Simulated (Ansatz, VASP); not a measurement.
**Ag (Silver) in two plane-wave programs**

One calculation is typed for both programs; each brings its own data sets and cutoff. How far apart do they land?

Method: plane waves, with VASP 6.6.1 beside it; band structure at PBE, band structure at PBE, spin-orbit coupling and single point at PBE, spin-orbit coupling, in Ansatz 0.2.0.

### 1. The structure

Symmetry: Fm-3m, No. 225, cubic system. Conventional cell: a = 4.085 Å, b = 4.085 Å, c = 4.085 Å, α = 90.00°, β = 90.00°, γ = 90.00°. Ag has 12 Ag at 2.89 Å nearest.

Structure file:

```xyz
1
Lattice="0.0000 2.0427 2.0427 2.0427 0.0000 2.0427 2.0427 2.0427 0.0000" Properties=species:S:1:pos:R:3 pbc="T T T"
Ag    0.0000    0.0000    0.0000
```

### 2. VASP: band structure, PBE

With cell and atoms fixed, the geometry can't cause a difference; cores, projectors, grids and the points listed under the comparison can.

Lines of VASP's logs that name or quote its potential files are left out, and so is its time.

File INCAR:

```
SYSTEM = Ag
PREC = Accurate
ENCUT = 400
EDIFF = 1E-06
NELM = 100
ISMEAR = -1
SIGMA = 0.05
LREAL = .FALSE.
ALGO = Normal
GGA = PE
NBANDS = 16
LASPH = .TRUE.
LORBIT = 11
LWAVE = .FALSE.
LCHARG = .FALSE.
KPAR = 2
```

File POSCAR:

```
Ag
1.0
    0.0000000000      2.0427500000      2.0427500000
    2.0427500000      0.0000000000      2.0427500000
    2.0427500000      2.0427500000      0.0000000000
Ag
1
Direct
    0.0000000000      0.0000000000      0.0000000000
```

File KPOINTS:

```
Automatic mesh
0
Gamma
14 14 14
0 0 0
```

File KPOINTS_OPT:

```
Line mode
16
Line-mode
Reciprocal
  0.00000000   0.00000000   0.00000000 GAMMA
  0.50000000   0.00000000   0.50000000 X

  0.50000000   0.00000000   0.50000000 X
  0.50000000   0.25000000   0.75000000 W

  0.50000000   0.25000000   0.75000000 W
  0.37500000   0.37500000   0.75000000 K

  0.37500000   0.37500000   0.75000000 K
  0.00000000   0.00000000   0.00000000 GAMMA

  0.00000000   0.00000000   0.00000000 GAMMA
  0.50000000   0.50000000   0.50000000 L

  0.50000000   0.50000000   0.50000000 L
  0.62500000   0.25000000   0.62500000 U

  0.62500000   0.25000000   0.62500000 U
  0.50000000   0.25000000   0.75000000 W

  0.50000000   0.25000000   0.75000000 W
  0.50000000   0.50000000   0.50000000 L

  0.50000000   0.50000000   0.50000000 L
  0.37500000   0.37500000   0.75000000 K

  0.62500000   0.25000000   0.62500000 U
  0.50000000   0.00000000   0.50000000 X
```

PAW data sets: Ag (PBE family, release 64).

On the command line:

```
> mpirun -np 2 vasp_std
```

Numbers of over 12 decimals in the logs are rounded to 6 here.

What it wrote:

```text
[banner, memory and clock lines left out]
running    2 mpi-ranks, on    1 nodes
 distrk:  each k-point on    1 cores,    2 groups
 distr:  one band on    1 cores,    1 groups

 POSCAR found type information on POSCAR Ag
 POSCAR found :  1 types and       1 ions
 LDA part: xc-table for (Slater+PW92), standard interpolation
 POSCAR, INCAR and KPOINTS ok, starting setup
 FFT: planning ... GRIDC
 FFT: planning ... GRID_SOFT
 FFT: planning ... GRID
 WAVECAR not read
 entering main loop
       N       E                     dE             d eps       ncg     rms          rms(c)
DAV:   1     0.485642242021E+02    0.48564E+02   -0.42432E+03  3416   0.492E+02
DAV:   2    -0.208491295195E+01   -0.50649E+02   -0.47635E+02  4464   0.151E+02
DAV:   3    -0.296147625592E+01   -0.87656E+00   -0.87575E+00  3952   0.199E+01
DAV:   4    -0.296398234023E+01   -0.25061E-02   -0.25060E-02  4368   0.113E+00
DAV:   5    -0.296399800048E+01   -0.15660E-04   -0.15660E-04  3864   0.766E-02    0.524E+00
DAV:   6    -0.271900670163E+01    0.24499E+00   -0.83025E-01  4912   0.653E+00    0.336E+00
DAV:   7    -0.271055451370E+01    0.84522E-02   -0.10228E-02  4816   0.749E-01    0.190E+00
DAV:   8    -0.270760262577E+01    0.29519E-02   -0.62012E-04  4784   0.145E-01    0.119E-01
DAV:   9    -0.270760716678E+01   -0.45410E-05   -0.65344E-06  4128   0.157E-02    0.516E-02
DAV:  10    -0.270761063711E+01   -0.34703E-05   -0.31542E-06  4120   0.129E-02    0.241E-03
DAV:  11    -0.270761052742E+01    0.10970E-06   -0.50141E-08  2752   0.139E-03
   1 F= -.27076105E+01 E0= -.27064811E+01  d E =-.225889E-02
 Start KPOINTS_OPT (optional k-point list driver)
k-point batch [1-104\160]
       N       E                     dE             ncg
DAV:   1     0.955371259317E+04   -0.26429E+05     3384
DAV:   2     0.456474957846E+04   -0.49890E+04     4408
DAV:   3     0.448195360053E+04   -0.82796E+02     4136
DAV:   4     0.448171803371E+04   -0.23557E+00     4224
DAV:   5     0.448171657466E+04   -0.14591E-02     4240
DAV:   6     0.448171656428E+04   -0.10379E-04     3896
DAV:   7     0.448171656411E+04   -0.16900E-06     3424
k-point batch [105-160\160]
       N       E                     dE             ncg
DAV:   1     0.203322249998E+05   -0.19811E+05     1792
DAV:   2     0.175061136712E+05   -0.28261E+04     2400
DAV:   3     0.174566191622E+05   -0.49495E+02     2288
DAV:   4     0.174564874088E+05   -0.13175E+00     2352
DAV:   5     0.174564866231E+05   -0.78575E-03     2288
DAV:   6     0.174564866173E+05   -0.57430E-05     2200
DAV:   7     0.174564866172E+05   -0.91084E-07     1832
```

Parts of OUTCAR (step 2):

```text
ion  position               nearest neighbor table
   1  0.000  0.000  0.000-

  LATTYP: Found a face centered cubic cell.
 ALAT       =     4.0855000000

 Subroutine GETGRP returns: Found 48 space group operations
 (whereof 48 operations were pure point group operations)

The static configuration has the point symmetry O_h .

 Found    104 irreducible k-points:

   k-points           NKPTS =    104   k-points in BZ     NKDIM =    104   number of bands    NBANDS=     16

   dimension x,y,z NGX =    20 NGY =   20 NGZ =   20
   dimension x,y,z NGXF=    40 NGYF=   40 NGZF=   40

   ENCUT  =  400.0 eV  29.40 Ry    5.42 a.u.   4.71  4.71  4.71*2*pi/ulx,y,z

   NELECT =      11.0000    total number of electrons

 k-points in reciprocal lattice and weights: Automatic mesh
   0.00000000  0.00000000  0.00000000       0.000
   0.07142857  0.00000000  0.00000000       0.003
   0.14285714  0.00000000  0.00000000       0.003
   0.21428571  0.00000000  0.00000000       0.003
   0.28571429  0.00000000  0.00000000       0.003
   0.35714286  0.00000000  0.00000000       0.003
   0.42857143  0.00000000  0.00000000       0.003
   0.50000000  0.00000000  0.00000000       0.001
   0.07142857  0.07142857  0.00000000       0.002
[...]
-0.28571429  0.42857143  0.21428571       0.009
  -0.28571429  0.50000000  0.21428571       0.004

 average (electrostatic) potential at core
       1 -70.7666

 E-fermi :   8.3646

 k-point     1 :       0.0000    0.0000    0.0000
  band No.  band energies     occupation
    ...
      2       3.6239      2.00000
      3       3.6239      2.00000
      4       3.6239      2.00000
      5       4.6581      2.00000
      6       4.6581      2.00000
      7      24.4578      0.00000
      8      28.0365      0.00000
      9      28.0365      0.00000
     10      28.0365      0.00000
     11      32.8421      0.00000
    ...

 k-point     2 :       0.0714    0.0000    0.0000
  band No.  band energies     occupation
    ...
      2       3.5881      2.00000
      3       3.6677      2.00000
      4       3.6677      2.00000
      5       4.6418      2.00000
      6       4.6418      2.00000
      7      24.4743      0.00000
      8      26.7724      0.00000
      9      28.1018      0.00000
     10      28.1018      0.00000
     11      32.7689      0.00000
    ...

 k-point     3 :       0.1429    0.0000    0.0000
  band No.  band energies     occupation
    ...
      2       3.5244      2.00000
      3       3.7684      2.00000
      4       3.7684      2.00000
      5       4.6233      2.00000
      6       4.6233      2.00000
      7      23.5141      0.00000
      8      25.4338      0.00000
      9      28.2330      0.00000
     10      28.2330      0.00000
     11      31.6381      0.00000
    ...

  Total        0.4454332      0.4454332      0.4454332     -0.0000000     -0.0000000      0.0000000
  in kB       41.8617627     41.8617627     41.8617627     -0.0000000     -0.0000000      0.0000000
  external PRESSURE =      41.8617627 kB  Pullay stress =       0.0000000 kB

  energy-cutoff  :      400.00
  volume of cell :       17.05
      direct lattice vectors                 reciprocal lattice vectors
     0.000000000  2.042750000  2.042750000    -0.244768082  0.244768082  0.244768082
     2.042750000  0.000000000  2.042750000     0.244768082 -0.244768082  0.244768082
     2.042750000  2.042750000  0.000000000     0.244768082  0.244768082 -0.244768082

 POSITION                                       TOTAL-FORCE (eV/Angst)
 -----------------------------------------------------------------------------------
      0.00000      0.00000      0.00000         0.000000      0.000000      0.000000
 -----------------------------------------------------------------------------------
    total drift:                                0.000000     -0.000000      0.000000

  FREE ENERGIE OF THE ION-ELECTRON SYSTEM (eV)
  ---------------------------------------------------
  free  energy   TOTEN  =        -2.7076105274 eV

  energy  without entropy=       -2.7053516410  energy(sigma->0) =       -2.70648108

 total charge
# of ion       s       p       d       tot
------------------------------------------
    1        0.421   0.300   9.158   9.879

[... 3 further parts left out ...]
```

Spin-orbit coupling is off here; it would split degenerate levels. At this level the cell is under a pressure of 4.2 GPa, so at these settings it is away from equilibrium.

### 3. Ansatz: band structure, PBE

Ansatz runs on its default PAW (the set named soft_2) files.

The same cell, functional, mesh and smearing now go to Ansatz, which takes its cutoff from its data sets.

File input.yaml:

```yaml
crystal:
  lattice:
    - [0.0, 2.04275, 2.04275]
    - [2.04275, 0.0, 2.04275]
    - [2.04275, 2.04275, 0.0]
  atoms:
    - { symbol: Ag, position: [0.0, 0.0, 0.0] }
hamiltonian:
  xc: pbe
  pseudopotentials: { kind: paw }
kpoints:
  mp_grid: { grid: [14, 14, 14] }
  band_path:
    path:
      - [0.0, 0.0, 0.0]
      - [0.16667, 0.0, 0.16667]
      - [0.33333, 0.0, 0.33333]
      - [0.5, 0.0, 0.5]
      - [0.5, 0.08333, 0.58333]
      - [0.5, 0.18333, 0.68333]
      - [0.5, 0.25, 0.75]
      - [0.45, 0.3, 0.75]
      - [0.40833, 0.34167, 0.75]
      - [0.35, 0.35, 0.7]
      - [0.225, 0.225, 0.45]
      - [0.075, 0.075, 0.15]
      - [0.03333, 0.03333, 0.03333]
      - [0.23333, 0.23333, 0.23333]
      - [0.4, 0.4, 0.4]
      - [0.51667, 0.46667, 0.51667]
      - [0.55833, 0.38333, 0.55833]
      - [0.60833, 0.28333, 0.60833]
      - [0.60833, 0.25, 0.64167]
      - [0.55833, 0.25, 0.69167]
      - [0.51667, 0.25, 0.73333]
      - [0.5, 0.3, 0.7]
      - [0.5, 0.38333, 0.61667]
      - [0.5, 0.48333, 0.51667]
      - [0.475, 0.475, 0.55]
      - [0.425, 0.425, 0.65]
      - [0.38333, 0.38333, 0.73333]
      - [0.59167, 0.18333, 0.59167]
      - [0.55, 0.1, 0.55]
      - [0.5, 0.0, 0.5]
    npoints: 1
scf:
  occupations: { method: fermi_dirac, width: 0.05 }
  n_extra_bands: 6
output:
  forces: true
  stress: true
  eigenvalues: true
  write_density: true
  write_potential: true
  elf: true
  volumetric_format: npy
```

On the command line:

```
> ansatz run input.yaml --threads 2 --pin off --max-ram 4608MiB --backend cpu --events-out ev --progress --plain --runs-dir out
```

What it wrote:

```text
scf.n_extra_bands = 6 over 10 filled bands (N_el = 19.0): the run solves 16 bands
Engine: ansatz 0.2.0, aarch64-unknown-linux-gnu
Pseudopotentials: kind: paw
Pseudopotential: Ag, paw, valence charge 19, recommended cutoff 420 eV (normal), Ag.paw.azcp
Functional definition: PBE
  parameter kappa = 0.804
  parameter beta = 0.066725
  exchange = pbe_x(kappa = kappa, mu = beta*pi^2/3)
  correlation = pbe_c(beta = beta)
Crystal: 1 atoms, lattice volume = 17.048 Å³
Basis set: ecut = 420 eV, 331 PW (Γ), exchange–correlation on 40×40×40 points (8 copies of the dense FFT grid, shifted against one another)
Bands: 16, of which v1, the nominal top of the filled ones, is band 10 counted from 1 (9 counted from 0)
Symmetry: 48 space group operations
Space group: Fm-3m (ITA 225), of the structure as read, at distance tolerance 2.6e-5 Å
k-points: 104 of 2744
Non-local potential: Ag, projectors of the file, l = 0: 3, l = 1: 2, l = 2: 2, l = 3: 1
PAW form: soft (Blöchl's): semilocal exchange-correlation on the pseudo side does not see the compensation charge
PAW one-centre angular grid: Ag, 590 points (default); XC on 64 Gauss nodes
Initial density: superposition of atomic densities (neutral atoms: chi_scale 0, normalization atom), corrected by the library's trained network
Initial wavefunctions: pseudopotential atomic-orbital guess
Functional: x = pbe(κ = 0.804, μ = 0.219515), c = pbe(β = 0.066725)
SCF iter   1: F=—  HF=-7590.542986 eV  |F-HF|=—  |Δ(HF+E_count)|=         —  Δρ=8.49e-4  dr2=2.25e-5  ethr=1.77e-3  ⟨swp⟩=4.8  Hψ=8205  notcnv=0  defer=4
preconditioner: auto → none  [metal: Δε(μ)=0.102 eV  Ē_g=19.928 eV  σ=0.050 eV  W_gap=0.47  n_scr=8 (ndim 8)  ℏωp=29.8 eV  f_vac=0.000  D(μ)=0.27/eV (n_scr^D=0)  sad-step TF]
SCF iter   2: F=—  HF=-7590.543102 eV  |F-HF|=—  |Δ(HF+E_count)|=   1.16e-4  Δρ=5.11e-4  dr2=1.16e-5  ethr=1.19e-7  ⟨swp⟩=2.1  Hψ=3491  notcnv=0  defer=61
SCF iter   3: F=—  HF=-7590.543135 eV  |F-HF|=—  |Δ(HF+E_count)|=   3.30e-5  Δρ=2.37e-4  dr2=3.31e-6  ethr=6.09e-8  ⟨swp⟩=2.1  Hψ=2094  notcnv=0  defer=61
SCF iter   4: F=—  HF=-7590.543143 eV  |F-HF|=—  |Δ(HF+E_count)|=   7.89e-6  Δρ=1.01e-4  dr2=1.59e-6  ethr=1.74e-8  ⟨swp⟩=2.1  Hψ=1948  notcnv=0  defer=61
SCF iter   5: F=—  HF=-7590.543142 eV  |F-HF|=—  |Δ(HF+E_count)|=   4.08e-7  Δρ=3.11e-5  dr2=1.52e-7  ethr=8.35e-9  ⟨swp⟩=2.1  Hψ=2014  notcnv=0  defer=61
SCF iter   6: F=-7590.543142 eV  HF=-7590.543142 eV  |F-HF|=6.37e-12  |Δ(HF+E_count)|=   2.98e-8  Δρ=5.14e-7  dr2=2.25e-11  ethr=5.26e-10  ⟨swp⟩=9.0  Hψ=8354  notcnv=0
SCF 1 converged in 6 iterations: F = -7590.543142 eV  dr2 = 2.25e-11
  greatest PAW one-centre occupation: 1.000 electrons in one spin orbital (limit 2), on the Ag atom at site 0 (counted from 0), in its partial waves of l = 0
NSCF: frozen V_eff on 30 k-points
SCF converged after 6 iterations
Free energy (F): -7590.543142 eV
Harris-Foulkes:  -7590.543142 eV  (|F-HF|=6.37e-12)
Internal energy: -7590.540927 eV  (E = F + TS)
E sigma→0 (E₀):  -7590.542034 eV
Entropy (-TS):   -0.002216 eV (-2.216 meV/atom)
Fermi energy:    17.302456 eV
--- Per-component energies (eV) ---
  E_band       = -233.988934
  E_kinetic    = 527.563408
  E_local      = -2193.428805  (includes V_loc(G=0)·N_el)
  E_nonlocal   = 79.864972
  E_hartree    = 999.252960
  E_xc         = -185.090377
  E_vxc        = -235.209892  (∫ρ·V_xc dr)
  E_paw        = -3901.880474  (= ΣΔE_a)
  E_vpaw       = -411.285125  (= ΣTr[D̂ρ^β])
  E_aug_tail   = 0.000328  (compensation charges beyond the density's cutoff)
  E_ewald      = -2916.822938
  E_smearing   = -0.002216  (= −TS)
  E_closure    = 0.000000  (closes the sum)
  Σ components = -7590.543142   (vs F -7590.543142, Δ=0.00e0)
--- Forces (eV/Å), atoms counted from 1 ---
  atom   1  Ag    -0.00000000     0.00000000     0.00000000
  max |Σ_I F_I| component: 7.40e-32 eV/Å
--- Stress (GPa, compression-positive) ---
        4.687863      -0.000000      -0.000000
       -0.000000       4.687863      -0.000000
       -0.000000       0.000000       4.687863
  P = ⅓ Tr σ = 4.6879 GPa (46.879 kbar)
--- Band table (eV; the first three rows and the last of 104) ---
  k-point 0: bands = [... 6 lower, 12.5810, 12.5810, 13.6202, 13.6202, 33.2544, 36.8359, 36.8359, 36.8359, ... 2 higher]
  k-point 1: bands = [... 6 lower, 12.6249, 12.6249, 13.6037, 13.6037, 33.2759, 35.6093, 36.9078, 36.9078, ... 2 higher]
  k-point 2: bands = [... 6 lower, 12.7260, 12.7260, 13.5850, 13.5850, 32.3843, 34.2474, 37.0607, 37.0607, ... 2 higher]
  k-point 103: bands = [... 6 lower, 12.6636, 13.6791, 14.6291, 22.4515, 24.2132, 24.3306, 25.6630, 38.7416, ... 2 higher]
```

Wall time 1.2 s (2 threads of Arm Neoverse V1, shared host); peak memory 0.28 GiB; 2.3 s of CPU time.

The column dr2 measures how far the density is from self-consistency, as an energy; F and HF (Harris–Foulkes) agree once it is small.

### 4. Comparison

Known differences besides the potentials themselves: the data sets hold 19 valence electrons in Ansatz (default PAW (the set named soft_2) files) and 11 in VASP; the cutoff is 420 eV in Ansatz and 400 eV in VASP. Total energies have different zeros and are not compared.

Both answers:

```csv
quantity,Ansatz,VASP,difference
pressure (GPa),4.69,4.19,+0.50
pressure without Ansatz's Pulay correction (GPa),4.62,4.19,+0.43
```

Levels from 3 eV below to 2 eV above the Fermi level differ by 24 meV r.m.s. and 29 meV at most; each VASP level is matched to the nearest of Ansatz, which flatters the figure a little. Ansatz's pressure holds a Pulay correction of 0.07 GPa; VASP's holds none.

### 5. VASP: band structure, PBE, spin-orbit coupling

A single point gives forces, pressure and levels at one fixed geometry, so differences don't come from the geometry; what else differs is listed under the comparison.

INCAR, as its differences from that of step 2:

```diff
@@ -10,4 +10,9 @@
 GGA = PE
-NBANDS = 16
+LNONCOLLINEAR = .TRUE.
+MAGMOM = 0 0 0
+NBANDS = 22
+GGA_COMPAT = .FALSE.
 LASPH = .TRUE.
+LSORBIT = .TRUE.
+LMAXMIX = 4
 LORBIT = 11
```

POSCAR is that of step 2.

KPOINTS is that of step 2.

KPOINTS_OPT is that of step 2.

On the command line:

```
> mpirun -np 2 vasp_ncl
```

What it wrote:

```text
[... set-up lines as in an earlier step ...]
 entering main loop
       N       E                     dE             d eps       ncg     rms          rms(c)
DAV:   1     0.573834207820E+02    0.57383E+02   -0.47087E+03  4728   0.787E+02
DAV:   2    -0.171081600312E+01   -0.59094E+02   -0.55243E+02  5272   0.214E+02
DAV:   3    -0.298942482495E+01   -0.12786E+01   -0.12750E+01  5292   0.335E+01
DAV:   4    -0.299412956071E+01   -0.47047E-02   -0.47045E-02  5050   0.210E+00
[...]
DAV:  10    -0.273474726464E+01   -0.62993E-05   -0.16970E-06  5046   0.156E-02    0.307E-02
DAV:  11    -0.273474938680E+01   -0.21222E-05   -0.13304E-06  4828   0.118E-02    0.116E-03
DAV:  12    -0.273474933674E+01    0.50062E-07   -0.12306E-08  2642   0.105E-03
   1 F= -.27347493E+01 E0= -.27336359E+01  d E =-.222695E-02  mag=    -0.0000     0.0000     0.0000
 Start KPOINTS_OPT (optional k-point list driver)
k-point batch [1-104\160]
       N       E                     dE             ncg
DAV:   1     0.111598220303E+05   -0.24142E+05     4656
DAV:   2     0.508267946494E+04   -0.60771E+04     5272
DAV:   3     0.495599696988E+04   -0.12668E+03     5306
DAV:   4     0.495546184206E+04   -0.53513E+00     5182
DAV:   5     0.495545538048E+04   -0.64616E-02     5272
DAV:   6     0.495545527927E+04   -0.10120E-03     5202
DAV:   7     0.495545527767E+04   -0.16065E-05     4162
DAV:   8     0.495545527751E+04   -0.15652E-06     3618
k-point batch [105-160\160]
       N       E                     dE             ncg
DAV:   1     0.198719931578E+05   -0.19494E+05     2568
DAV:   2     0.167252111588E+05   -0.31468E+04     2842
DAV:   3     0.166564881761E+05   -0.68723E+02     2750
DAV:   4     0.166561975294E+05   -0.29065E+00     2734
DAV:   5     0.166561939740E+05   -0.35554E-02     2830
DAV:   6     0.166561939171E+05   -0.56837E-04     2716
DAV:   7     0.166561939162E+05   -0.91781E-06     2182
```

OUTCAR, selected parts (step 5):

```text
  Total        0.4322211      0.4322211      0.4322211      0.0000000      0.0000000     -0.0000000
  in kB       40.6200918     40.6200918     40.6200918      0.0000000      0.0000000     -0.0000000
  external PRESSURE =      40.6200918 kB  Pullay stress =       0.0000000 kB

 POSITION                                       TOTAL-FORCE (eV/Angst)
 -----------------------------------------------------------------------------------
      0.00000      0.00000      0.00000         0.000000     -0.000000      0.000000
 -----------------------------------------------------------------------------------
    total drift:                                0.000000     -0.000000      0.000000

  FREE ENERGIE OF THE ION-ELECTRON SYSTEM (eV)
  ---------------------------------------------------
  free  energy   TOTEN  =        -2.7347493367 eV

  energy  without entropy=       -2.7325223862  energy(sigma->0) =       -2.73363586

 magnetization (x)
# of ion       s       p       d       tot
------------------------------------------
    1       -0.000   0.000   0.000   0.000

 magnetization (y)
# of ion       s       p       d       tot
------------------------------------------
    1        0.000   0.000   0.000   0.000

 magnetization (z)
# of ion       s       p       d       tot
------------------------------------------
    1       -0.000  -0.000   0.000  -0.000

[... 1 part as in an earlier step ...]

[... 2 further parts left out ...]
[key lines of the parts left out:]
E-fermi :   8.3644
```

At this level the cell is under a pressure of 4.1 GPa, so at these settings it is away from equilibrium.

[end of part 1 of 2]

[Lines on the potential files, build, host, timing and source positions are cut from VASP's logs without a mark.]

[Logs are printed without paths, hosts, clocks, repeated set-up lines and the standing remarks that a program may print on its own settings, such as how far it seeks lower states.]

[Hosts, paths, dates, database ids (printed as entryN), source tags and the programs' standing remarks are cut or masked in the printed files.]
